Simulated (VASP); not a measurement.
VASP ran on this input.

POSCAR:
```
CsSnI3
1.0
  6.2994314206   0.0000000000   0.0000000000
  0.0000000000   6.2994314206   0.0000000000
  0.0000000000   0.0000000000   6.2994314206
Cs Sn I
1 1 3
Cart
  0.0000000000   0.0000000000   0.0000000000
  3.1497157103   3.1497157103   3.1497157103
  3.1497157103   0.0000000000   3.1497157103
  0.0000000000   3.1497157103   3.1497157103
  3.1497157103   3.1497157103   0.0000000000
```

**INCAR**
```
ALGO = Normal
EDIFF = 1E-7
ENCUT = 520
GGA = 91
ISIF = 2
ISMEAR = 0
LASPH = .True.
LCHARG = .False.
LMAXMIX = 4
LREAL = .False.
LWAVE = .False.
NELM = 100
PREC = Accurate
SIGMA = 0.05
SYSTEM = CsSnI3
```

File KPOINTS:
```
Automatic mesh
0
Gamma
4 4 4
0 0 0
```

POTCAR, in this order: Cs_sv Sn_d I (PBE.64 set). Program: vasp_std.

Problem. Write an equivalent input for Quantum ESPRESSO's pw.x.

Solution. One equivalent input (not run):
```
&CONTROL
  calculation = 'scf'
  pseudo_dir = './pseudo'
  outdir = './out'
  tprnfor = .true.
  tstress = .true.
/
&SYSTEM
  ibrav = 0
  nat = 5
  ntyp = 3
  ecutwfc = 72
  occupations = 'smearing'
  smearing = 'gaussian'
  degauss = 0.003675
  input_dft = 'pw91'
/
&ELECTRONS
  conv_thr = 7.3e-09
  electron_maxstep = 100
/
ATOMIC_SPECIES
  Cs 132.905 Cs.upf
  Sn 118.710 Sn.upf
  I 126.904 I.upf
CELL_PARAMETERS angstrom
     6.2994314    0.0000000    0.0000000
     0.0000000    6.2994314    0.0000000
     0.0000000    0.0000000    6.2994314
ATOMIC_POSITIONS crystal
  Cs   0.0000000  0.0000000  0.0000000
  Sn   0.5000000  0.5000000  0.5000000
  I    0.5000000  0.0000000  0.5000000
  I    0.0000000  0.5000000  0.5000000
  I    0.5000000  0.5000000  0.0000000
K_POINTS automatic
  4 4 4 0 0 0
```
What does not carry over: the potentials are each code's own (VASP's PAW set, PseudoDojo norm-conserving files in pw.x), so ENCUT and ecutwfc are chosen apart and not converted; conv_thr bounds pw.x's estimated SCF error, while EDIFF bounds the energy change between steps.

The compound is CsSnI3 in the cubic perovskite structure, the ideal cubic form; the compound distorts at low or room temperature. This cell is one point of a volume scan, at 1.03 of the reference volume.
